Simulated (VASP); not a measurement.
Data:

```
SnO
1.0
    3.80082     0.00000     0.00000
    0.00000     3.80082     0.00000
    0.00000     0.00000     4.75208
Sn O
2 2
Direct
  0.50000   0.00000   0.75871
  0.00000   0.50000   0.24129
  0.50000   0.50000   0.00000
  0.00000   0.00000   0.00000
```

All values below come from TPSS meta-GGA, VASP's PBE PAW potentials (set 64) (plane waves; VASP). Numerical set-up: 520 eV cut-off, 6×6×5 Γ-centred mesh, Gaussian smearing of 0.050 eV, potentials Sn_d O.

Without a dispersion term in the relaxation, distances and binding between the weakly bound layers, chains or molecules are unreliable, and so is what depends on them.

### Question
The ions and cell shape at fixed volume are relaxed. Which structure does the run end with?

### Answer

```
SnO
1.0
    3.81986     0.00000     0.00000
    0.00000     3.81986     0.00000
    0.00000     0.00000     4.70482
Sn O
2 2
Direct
  0.50000   0.00000   0.75292
  0.00000   0.50000   0.24708
  0.50000   0.50000   0.00000
  0.00000   0.00000   0.00000
```
Space group P4/nmm (129), at a tolerance of 0.03 Å.

### Question
How much energy does the relaxation gain?

### Answer
The energy (σ→0) changes by -3.3 meV/atom, in 5 ionic steps.

The compound is SnO in the litharge structure. This cell is one point of a volume scan, at 0.97 of the reference volume. Symmetry was kept, so distortions that lower it aren't found.
